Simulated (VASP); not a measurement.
Output of a VASP run:

**OSZICAR**
```
       N       E                     dE             d eps       ncg     rms          rms(c)
DAV:   1     0.379632482827E+02    0.37963E+02   -0.79164E+03  2940   0.117E+03
DAV:   2    -0.680536149997E+01   -0.44769E+02   -0.43667E+02  2791   0.468E+02
DAV:   3    -0.890011034515E+01   -0.20947E+01   -0.19541E+01  2964   0.515E+01
DAV:   4    -0.898838685476E+01   -0.88277E-01   -0.87694E-01  2951   0.101E+01
DAV:   5    -0.899438403804E+01   -0.59972E-02   -0.48958E-02  2844   0.204E+00    0.245E+01
DAV:   6    -0.899193708073E+01    0.24470E-02   -0.51737E-03  2870   0.115E+00    0.221E+01
DAV:   7    -0.900232507285E+01   -0.10388E-01   -0.17624E-01  2566   0.772E+00    0.652E-01
DAV:   8    -0.900100948651E+01    0.13156E-02   -0.95262E-03  2479   0.147E+00    0.501E-01
DAV:   9    -0.899801563492E+01    0.29939E-02   -0.11734E-02  2697   0.152E+00    0.229E-01
DAV:  10    -0.899796065759E+01    0.54977E-04   -0.63957E-04  2560   0.380E-01    0.365E-02
DAV:  11    -0.899794981850E+01    0.10839E-04   -0.49601E-05  2865   0.115E-01    0.599E-02
DAV:  12    -0.899795151088E+01   -0.16924E-05   -0.20815E-06  1888   0.248E-02    0.527E-03
DAV:  13    -0.899795102921E+01    0.48167E-06   -0.41436E-07  1380   0.198E-02
   1 F= -.89979510E+01 E0= -.89988873E+01  d E =0.280869E-02
```

### OUTCAR
```
------------------------ aborting loop because EDIFF is reached ----------------------------------------
  FORCE on cell =-STRESS in cart. coord.  units (eV):
  Direction    XX          YY          ZZ          XY          YZ          ZX
  --------------------------------------------------------------------------------------
  Total        0.1968854      0.1968854     -0.1903536      0.0000000      0.0000000     -0.0000000
  in kB        5.1414041      5.1414027     -4.9708348      0.0000000      0.0000000     -0.0000000
  external PRESSURE =       1.7706574 kB  Pullay stress =       0.0000000 kB
  volume of cell :       61.35
      direct lattice vectors                 reciprocal lattice vectors
     1.780000000 -3.083050000  0.000000000     0.280898876 -0.162177065  0.000000000
     1.780000000  3.083050000  0.000000000     0.280898876  0.162177065  0.000000000
     0.000000000  0.000000000  5.590000000     0.000000000  0.000000000  0.178890877
 POSITION                                       TOTAL-FORCE (eV/Angst)
 -----------------------------------------------------------------------------------
      1.78000      1.02769      1.39750         0.000000      0.000000      0.000000
      1.78000     -1.02769      4.19250        -0.000000     -0.000000      0.000000
 -----------------------------------------------------------------------------------
    total drift:                               -0.000002      0.000088     -0.000012
  FREE ENERGIE OF THE ION-ELECTRON SYSTEM (eV)
  ---------------------------------------------------
  free  energy   TOTEN  =        -8.9979510292 eV

  energy  without entropy=       -9.0007597172  energy(sigma->0) =       -8.99888726
```
(Selected blocks of OUTCAR.)

### POSCAR
```
Er
1
    1.7800000000    -3.0830500000     0.0000000000
    1.7800000000     3.0830500000     0.0000000000
    0.0000000000     0.0000000000     5.5900000000
Er
2
Direct
  0.3333330000   0.6666670000   0.2500000000
  0.6666670000   0.3333330000   0.7500000000
```

Q: Write an INCAR and KPOINTS that could have produced this output.

A: One answer among several that fit: the input of the run itself, PBE GGA, plane waves, VASP's PBE PAW potentials (set 64).

### INCAR
```
SYSTEM  =  Er
PREC  =  Accurate; ENCUT  =  400; LREAL  =  .FALSE.
LASPH  =  .TRUE.
EDIFF  =  1E-6; NELM  =  100; ALGO  =  Normal
IMIX  =  4; AMIX  =  0.1; BMIX  =  3.0
LMAXMIX  =  6
ISMEAR  =  1; SIGMA  =  0.1
GGA  =  PE
ISIF  =  2
LWAVE  =  .FALSE.; LCHARG  =  .FALSE.
```

### KPOINTS
```
K-points
0
Gamma
 11 11 6
```

POTCAR, in this order: Er_3 (PBE.64 set). Program: vasp_std.

The 4f electrons are frozen in the core of the lanthanide potential, so 4f levels, which can set the real gap, and their magnetism are missing.

The compound is Er in the hcp structure. The cell was not relaxed at this level. The run is one of a series of settings (AMIX = 0.1, BMIX = 3.0, IMIX = 4 against the base run), some of them coarse on purpose.
